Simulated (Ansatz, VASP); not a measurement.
# CoSi2: VASP beside Ansatz

One calculation is typed for both programs; each brings its own data sets and cutoff. How far apart do they land? The cell is taken from a series of VASP runs on this material, whose earlier steps may have relaxed, scaled or displaced it; both programs get it as it stands.

Program: Ansatz 0.2.0. Level of theory: plane waves, with VASP 6.6.1 beside it; relaxation of cell and atoms at r2SCAN with rVV10. Results are calculated unless marked as measured.

### Step 1. Starting point

The structure is cubic, space group Fm-3m (No. 225). Conventional cell: a = 5.307 Å, b = 5.307 Å, c = 5.307 Å, α = 90.00°, β = 90.00°, γ = 90.00°. Nearest to Co lie 8 Si at 2.30 Å. Nearest to Si lie 4 Co at 2.30 Å. Farther neighbours are not listed.

### Step 2. VASP: relaxation of cell and atoms, r2SCAN with rVV10

The relaxed volume is the usual yardstick between codes: its relative difference is about their pressure difference at one cell divided by the bulk modulus.

Lines of VASP's logs that name or quote its potential files are left out, and so is its time.

INCAR reads:

```
SYSTEM = CoSi2
PREC = Accurate
ENCUT = 450
EDIFF = 1E-06
NELM = 100
ISMEAR = 0
SIGMA = 0.05
LREAL = .FALSE.
ALGO = Normal
METAGGA = R2SCAN
LUSE_VDW = .TRUE.
IVDW_NL = 2
BPARAM = 11.95
CPARAM = 0.0093
LASPH = .TRUE.
NBANDS = 16
ISPIN = 2
MAGMOM = 0 0 0
LMAXMIX = 4
LORBIT = 11
LWAVE = .FALSE.
LCHARG = .FALSE.
KPAR = 8
IBRION = 2
NSW = 50
ISIF = 3
EDIFFG = -0.006
```

POSCAR reads:

```
CoSi2
1.0
    0.0000000000      2.6536910071      2.6536910071
    2.6536910071      0.0000000000      2.6536910071
    2.6536910071      2.6536910071      0.0000000000
Co Si
1 2
Direct
    0.0000000000      0.0000000000      0.0000000000
    0.7500000000      0.7500000000      0.7500000000
    0.2500000000      0.2500000000      0.2500000000
```

KPOINTS reads:

```
Automatic mesh
0
Gamma
12 12 12
0 0 0
```

The projector-augmented-wave data sets are Co and Si (PBE family, release 64).

The run is started by

```sh
$ mpirun -np 8 vasp_std
```

Numbers of over 12 decimals in the logs are rounded to 6 here.

The log of the run:

```text
[banner, memory and clock lines left out]
running    8 mpi-ranks, on    1 nodes
 distrk:  each k-point on    1 cores,    8 groups
 distr:  one band on    1 cores,    1 groups

 POSCAR found type information on POSCAR CoSi
 POSCAR found :  2 types and       3 ions
|                                                                             |
|           W    W    AA    RRRRR   N    N  II  N    N   GGGG   !!!           |
|           W    W   A  A   R    R  NN   N  II  NN   N  G    G  !!!           |
|           W    W  A    A  R    R  N N  N  II  N N  N  G       !!!           |
|           W WW W  AAAAAA  RRRRR   N  N N  II  N  N N  G  GGG   !            |
|           WW  WW  A    A  R   R   N   NN  II  N   NN  G    G                |
|           W    W  A    A  R    R  N    N  II  N    N   GGGG   !!!           |
|                                                                             |
|     For optimal performance we recommend to set                             |
|       NCORE = 2 up to number-of-cores-per-socket                            |
|     NCORE specifies how many cores store one orbital (NPAR=cpu/NCORE).      |
|     This setting can greatly improve the performance of VASP for DFT.       |
|     The default, NCORE=1 might be grossly inefficient on modern             |
|     multi-core architectures or massively parallel machines. Do your        |
|     Unfortunately you need to use the default for GW and RPA                |
|     calculations (for HF NCORE is supported but not extensively tested      |
|     yet).                                                                   |
|                                                                             |

|                                                                             |
|               ----> ADVICE to this user running VASP <----                  |
|                                                                             |
|     You have switched on vdW-DFT.                                           |
|     This routine was written and supplied by Jiri Klimes. We recommend      |
|     that you carefully read and cite the following publications:            |
|       J. Klimes, D.R. Bowler, A. Michelides                                 |
|          J. Phys.: Cond Matt. 22 022201 (2010)                              |
|       J. Klimes, D.R. Bowler, A. Michelides                                 |
|          Phys. Rev. B. 83, 195131 (2011)                                    |
|     and references therein.                                                 |
|                                                                             |

|                                                                             |
|               ----> ADVICE to this user running VASP <----                  |
|                                                                             |
|     You enforced a specific xc type in the INCAR file but a different       |
|     [... a line on the potential file left out ...]
|     I HOPE YOU KNOW WHAT YOU ARE DOING!                                     |
|                                                                             |

 LDA part: xc-table for (None), standard interpolation
 POSCAR, INCAR and KPOINTS ok, starting setup
 FFT: planning ... GRIDC
 FFT: planning ... GRID_SOFT
 FFT: planning ... GRID
 WAVECAR not read
 entering main loop
       N       E                     dE             d eps       ncg     rms          rms(c)
Total rVV10 correction in eV:      0.3019454    21.2954704
Total rVV10 correction in eV:      0.3019454    21.2954704
Total rVV10 correction in eV:      0.3019454    21.2954704
Total rVV10 correction in eV:      0.3019454    21.2954704
Total rVV10 correction in eV:      0.3019454    21.2954704
Total rVV10 correction in eV:      0.3019454    21.2954704
Total rVV10 correction in eV:      0.3019454    21.2954704
Total rVV10 correction in eV:      0.3019454    21.2954704
DAV:   1     0.438927464094E+02    0.43893E+02   -0.63778E+03  4640   0.940E+02
DAV:   2    -0.325355519328E+02   -0.76428E+02   -0.68396E+02  5240   0.197E+02
DAV:   3    -0.354796795279E+02   -0.29441E+01   -0.28984E+01  5992   0.440E+01
DAV:   4    -0.355297486256E+02   -0.50069E-01   -0.50037E-01  5672   0.546E+00
DAV:   5    -0.355311778499E+02   -0.14292E-02   -0.14292E-02  6016   0.907E-01    0.164E+01
Total rVV10 correction in eV:      0.2803377    21.2954709
Total rVV10 correction in eV:      0.2803377    21.2954709
[...]
Total rVV10 correction in eV:      0.2949018    21.2954710
Total rVV10 correction in eV:      0.2949018    21.2954710
Total rVV10 correction in eV:      0.2949018    21.2954710
Total rVV10 correction in eV:      0.2949018    21.2954710
   1 F= -.31713725E+02 E0= -.31712903E+02  d E =-.317137E+02  mag=    -0.0000
 curvature:   0.00 expect dE= 0.000E+00 dE for cont linesearch  0.000E+00
 trial: gam= 0.00000 g(F)=  0.688E-45 g(S)=  0.110E-03 ort = 0.000E+00 (trialstep = 0.100E+01)
 search vector abs. value=  0.110E-03
 bond charge predicted
       N       E                     dE             d eps       ncg     rms          rms(c)
Total rVV10 correction in eV:      0.2947919    21.2954710
Total rVV10 correction in eV:      0.2947919    21.2954710
Total rVV10 correction in eV:      0.2947919    21.2954710
[...]
Total rVV10 correction in eV:      0.2944741    21.2954710
Total rVV10 correction in eV:      0.2944741    21.2954710
Total rVV10 correction in eV:      0.2944741    21.2954710
Total rVV10 correction in eV:      0.2944741    21.2954710
Total rVV10 correction in eV:      0.2944741    21.2954710
Total rVV10 correction in eV:      0.2944741    21.2954710
Total rVV10 correction in eV:      0.2944741    21.2954710
Total rVV10 correction in eV:      0.2944741    21.2954710
DAV:   6    -0.317136711001E+02    0.39713E-06   -0.13860E-06  3088   0.134E-02
Total rVV10 correction in eV:      0.2944745    21.2954710
Total rVV10 correction in eV:      0.2944745    21.2954710
Total rVV10 correction in eV:      0.2944745    21.2954710
Total rVV10 correction in eV:      0.2944745    21.2954710
Total rVV10 correction in eV:      0.2944745    21.2954710
Total rVV10 correction in eV:      0.2944745    21.2954710
Total rVV10 correction in eV:      0.2944745    21.2954710
Total rVV10 correction in eV:      0.2944745    21.2954710
Total rVV10 correction in eV:      0.2944770    21.2954710
Total rVV10 correction in eV:      0.2944770    21.2954710
Total rVV10 correction in eV:      0.2944770    21.2954710
Total rVV10 correction in eV:      0.2944770    21.2954710
Total rVV10 correction in eV:      0.2944770    21.2954710
Total rVV10 correction in eV:      0.2944770    21.2954710
Total rVV10 correction in eV:      0.2944770    21.2954710
Total rVV10 correction in eV:      0.2944770    21.2954710
   2 F= -.31713671E+02 E0= -.31712853E+02  d E =0.535680E-04  mag=     0.0000
 trial-energy change:    0.000054  1 .order    0.000036   -0.000110    0.000181
 step:   0.2995(harm=  0.3774)  dis= 0.00000  next Energy=   -31.713741 (dE=-0.159E-04)
 bond charge predicted
       N       E                     dE             d eps       ncg     rms          rms(c)
Total rVV10 correction in eV:      0.2945540    21.2954710
Total rVV10 correction in eV:      0.2945540    21.2954710
Total rVV10 correction in eV:      0.2945540    21.2954710
Total rVV10 correction in eV:      0.2945540    21.2954710
Total rVV10 correction in eV:      0.2945540    21.2954710
Total rVV10 correction in eV:      0.2945540    21.2954710
Total rVV10 correction in eV:      0.2945540    21.2954710
Total rVV10 correction in eV:      0.2945540    21.2954710
DAV:   1    -0.317142382101E+02   -0.56671E-03   -0.46184E-03  4784   0.121E+00    0.209E-01
Total rVV10 correction in eV:      0.2949194    21.2954710
Total rVV10 correction in eV:      0.2949194    21.2954710
Total rVV10 correction in eV:      0.2949194    21.2954710
Total rVV10 correction in eV:      0.2949194    21.2954710
Total rVV10 correction in eV:      0.2949194    21.2954710
Total rVV10 correction in eV:      0.2949194    21.2954710
Total rVV10 correction in eV:      0.2949194    21.2954710
Total rVV10 correction in eV:      0.2949194    21.2954710
DAV:   2    -0.317154514578E+02   -0.12132E-02   -0.87565E-03  5616   0.202E+00    0.333E-01
Total rVV10 correction in eV:      0.2947026    21.2954710
Total rVV10 correction in eV:      0.2947026    21.2954710
Total rVV10 correction in eV:      0.2947026    21.2954710
Total rVV10 correction in eV:      0.2947026    21.2954710
Total rVV10 correction in eV:      0.2947026    21.2954710
Total rVV10 correction in eV:      0.2947026    21.2954710
Total rVV10 correction in eV:      0.2947026    21.2954710
Total rVV10 correction in eV:      0.2947026    21.2954710
DAV:   3    -0.317137249391E+02    0.17265E-02   -0.39871E-03  5496   0.137E+00    0.332E-02
Total rVV10 correction in eV:      0.2947683    21.2954710
Total rVV10 correction in eV:      0.2947683    21.2954710
Total rVV10 correction in eV:      0.2947683    21.2954710
Total rVV10 correction in eV:      0.2947683    21.2954710
Total rVV10 correction in eV:      0.2947683    21.2954710
Total rVV10 correction in eV:      0.2947683    21.2954710
Total rVV10 correction in eV:      0.2947683    21.2954710
Total rVV10 correction in eV:      0.2947683    21.2954710
DAV:   4    -0.317137388857E+02   -0.13947E-04   -0.85429E-05  4960   0.569E-02    0.204E-02
Total rVV10 correction in eV:      0.2947777    21.2954710
Total rVV10 correction in eV:      0.2947777    21.2954710
Total rVV10 correction in eV:      0.2947777    21.2954710
Total rVV10 correction in eV:      0.2947777    21.2954710
Total rVV10 correction in eV:      0.2947777    21.2954710
Total rVV10 correction in eV:      0.2947777    21.2954710
Total rVV10 correction in eV:      0.2947777    21.2954710
Total rVV10 correction in eV:      0.2947777    21.2954710
DAV:   5    -0.317137348098E+02    0.40759E-05   -0.77649E-06  5848   0.561E-02    0.536E-03
Total rVV10 correction in eV:      0.2947746    21.2954710
Total rVV10 correction in eV:      0.2947746    21.2954710
Total rVV10 correction in eV:      0.2947746    21.2954710
Total rVV10 correction in eV:      0.2947746    21.2954710
Total rVV10 correction in eV:      0.2947746    21.2954710
Total rVV10 correction in eV:      0.2947746    21.2954710
Total rVV10 correction in eV:      0.2947746    21.2954710
Total rVV10 correction in eV:      0.2947746    21.2954710
DAV:   6    -0.317137349468E+02   -0.13696E-06   -0.60516E-07  2544   0.915E-03
Total rVV10 correction in eV:      0.2947744    21.2954710
Total rVV10 correction in eV:      0.2947744    21.2954710
Total rVV10 correction in eV:      0.2947744    21.2954710
Total rVV10 correction in eV:      0.2947744    21.2954710
Total rVV10 correction in eV:      0.2947744    21.2954710
Total rVV10 correction in eV:      0.2947744    21.2954710
Total rVV10 correction in eV:      0.2947744    21.2954710
Total rVV10 correction in eV:      0.2947744    21.2954710
Total rVV10 correction in eV:      0.2947725    21.2954710
Total rVV10 correction in eV:      0.2947725    21.2954710
Total rVV10 correction in eV:      0.2947725    21.2954710
Total rVV10 correction in eV:      0.2947725    21.2954710
Total rVV10 correction in eV:      0.2947725    21.2954710
Total rVV10 correction in eV:      0.2947725    21.2954710
Total rVV10 correction in eV:      0.2947725    21.2954710
Total rVV10 correction in eV:      0.2947725    21.2954710
   3 F= -.31713735E+02 E0= -.31712914E+02  d E =-.102787E-04  mag=    -0.0000
 curvature:  -0.19 expect dE=-0.452E-06 dE for cont linesearch -0.452E-06
 trial: gam= 0.00000 g(F)=  0.206E-44 g(S)=  0.243E-05 ort =-0.163E-04 (trialstep = 0.860E+00)
 search vector abs. value=  0.243E-05
 reached required accuracy - stopping structural energy minimisation
```

OUTCAR, selected parts (step 2):

```text
ion  position               nearest neighbor table
   1  0.000  0.000  0.000-   2 2.30   2 2.30   2 2.30   2 2.30   3 2.30   3 2.30   3 2.30   3 2.30

  LATTYP: Found a face centered cubic cell.
 ALAT       =     5.3073820142

 Subroutine GETGRP returns: Found 48 space group operations
 (whereof 48 operations were pure point group operations)

The static configuration has the point symmetry O_h .

 Found     72 irreducible k-points:

   k-points           NKPTS =     72   k-points in BZ     NKDIM =     72   number of bands    NBANDS=     16

   dimension x,y,z NGX =    28 NGY =   28 NGZ =   28
   dimension x,y,z NGXF=    56 NGYF=   56 NGZF=   56

   ENCUT  =  450.0 eV  33.07 Ry    5.75 a.u.   6.49  6.49  6.49*2*pi/ulx,y,z

   NELECT =      17.0000    total number of electrons

 k-points in reciprocal lattice and weights: Automatic mesh
   0.00000000  0.00000000  0.00000000       0.001
   0.08333333  0.00000000  0.00000000       0.005
   0.16666667  0.00000000  0.00000000       0.005
   0.25000000  0.00000000  0.00000000       0.005
   0.33333333  0.00000000  0.00000000       0.005
   0.41666667  0.00000000  0.00000000       0.005
   0.50000000  0.00000000  0.00000000       0.002
   0.08333333  0.08333333  0.00000000       0.003
   0.16666667  0.08333333  0.00000000       0.014
[...]
-0.33333333  0.50000000  0.16666667       0.007
  -0.25000000  0.50000000  0.25000000       0.003

 average (electrostatic) potential at core
       1 -82.6735       2 -81.9920       3 -81.9920

 E-fermi :  10.3468

 spin component 1
 k-point     1 :       0.0000    0.0000    0.0000
  band No.  band energies     occupation
    ...
      2       5.9838      1.00000
      3       5.9838      1.00000
      4       5.9838      1.00000
      5       8.2626      1.00000
      6       8.2626      1.00000
      7      11.9288      0.00000
      8      13.9663      0.00000
      9      13.9663      0.00000
     10      13.9663      0.00000
     11      14.1141      0.00000
    ...

 k-point     2 :       0.0833    0.0000    0.0000
  band No.  band energies     occupation
    ...
      2       5.7266      1.00000
      3       6.0247      1.00000
      4       6.0247      1.00000
      5       8.2292      1.00000
      6       8.2292      1.00000
      7      11.8213      0.00000
      8      12.6698      0.00000
      9      13.2342      0.00000
     10      13.2343      0.00000
     11      14.8780      0.00000
    ...

 k-point     3 :       0.1667    0.0000    0.0000
  band No.  band energies     occupation
    ...
      2       5.0204      1.00000
      3       6.1366      1.00000
      4       6.1366      1.00000
      5       8.1566      1.00000
      6       8.1566      1.00000
      7      10.6316      0.00000
      8      12.4492      0.00000
      9      12.4492      0.00000
     10      12.8331      0.00000
     11      15.0763      0.00000
    ...

 k-point     4 :       0.2500    0.0000    0.0000
  band No.  band energies     occupation
    ...
      3       6.2853      1.00000
      4       6.2853      1.00000
      5       8.1188      1.00000
      6       8.1188      1.00000
      7       9.4862      1.00000
      8      11.6394      0.00000
      9      11.6394      0.00000
     10      13.3046      0.00000
     11      14.6198      0.00000
     12      14.6199      0.00000
    ...

 k-point     5 :       0.3333    0.0000    0.0000
  band No.  band energies     occupation
    ...
      3       6.4152      1.00000
      4       6.4153      1.00000
      5       8.2035      1.00000
      6       8.2035      1.00000
      7       8.6931      1.00000
      8      10.8387      0.00000
      9      10.8387      0.00000
     10      13.5848      0.00000
     11      14.2968      0.00000
     12      14.2968      0.00000
    ...

 k-point     6 :       0.4167    0.0000    0.0000
  band No.  band energies     occupation
    ...
      5       8.2419      1.00000
      6       8.4360      1.00000
      7       8.4360      1.00000
      8      10.1465      1.00000
      9      10.1466      1.00000
     10      13.6299      0.00000
     11      14.1258      0.00000
     12      14.1258      0.00000
     13      15.3810      0.00000
     14      20.4360      0.00000
    ...

  Total        0.0070988      0.0070988      0.0070988      0.0000000      0.0000000     -0.0000000
  in kB        0.3045192      0.3045192      0.3045192      0.0000000      0.0000000     -0.0000000
  external PRESSURE =       0.3045192 kB  Pullay stress =       0.0000000 kB

  energy-cutoff  :      450.00
  volume of cell :       37.35
      direct lattice vectors                 reciprocal lattice vectors
     0.000000000  2.653081883  2.653081883    -0.188460071  0.188460071  0.188460071
     2.653081883 -0.000000000  2.653081883     0.188460071 -0.188460071  0.188460071
     2.653081883  2.653081883 -0.000000000     0.188460071  0.188460071 -0.188460071

 POSITION                                       TOTAL-FORCE (eV/Angst)
 -----------------------------------------------------------------------------------
      0.00000      0.00000      0.00000         0.000000     -0.000000      0.000000
      3.97962      3.97962      3.97962        -0.000000     -0.000000     -0.000000
      1.32654      1.32654      1.32654         0.000000      0.000000      0.000000
 -----------------------------------------------------------------------------------
    total drift:                               -0.000000     -0.000000      0.000000

  FREE ENERGIE OF THE ION-ELECTRON SYSTEM (eV)
  ---------------------------------------------------
  free  energy   TOTEN  =       -31.7137349468 eV

  energy  without entropy=      -31.7120940345  energy(sigma->0) =      -31.71291449

 reached required accuracy - stopping structural energy minimisation

 total charge
# of ion       s       p       d       tot
------------------------------------------
    1        0.578   0.794   7.624   8.996
    2        0.707   0.905   0.000   1.612
    3        0.707   0.905   0.000   1.612
--------------------------------------------------
tot          1.993   2.604   7.624  12.221

 magnetization (x)
# of ion       s       p       d       tot
------------------------------------------
    1        0.000  -0.000  -0.000  -0.000
    2       -0.000  -0.000   0.000  -0.000
    3       -0.000  -0.000   0.000  -0.000
--------------------------------------------------
tot         -0.000  -0.000  -0.000  -0.000

[... 2 further parts left out ...]
```

CONTCAR:

```
CoSi2
   1.00000000000000
     0.0000000000000000    2.6530818826341389    2.6530818826341389
     2.6530818826341389   -0.0000000000000000    2.6530818826341389
     2.6530818826341389    2.6530818826341389   -0.0000000000000000
  Co              Si
     1     2
Direct
     0.0000000000000000    0.0000000000000000    0.0000000000000000
     0.7500000000000000    0.7500000000000000    0.7500000000000000
     0.2500000000000000    0.2500000000000000    0.2500000000000000
```

This run allows spin, but its moments start at zero, where symmetry between the spins tends to hold them, although Co can carry a moment. Its electron count is odd, so without a moment it is a metal by construction.

(Part 1 of 2 ends here.)

[Lines on the potential files, build, host, timing and source positions are cut from VASP's logs without a mark.]

[Logs are printed without paths, hosts, clocks, repeated set-up lines and the standing remarks that a program may print on its own settings, such as how far it seeks lower states.]

[Hosts, paths, dates, database ids (printed as entryN), source tags and the programs' standing remarks are cut or masked in the printed files.]
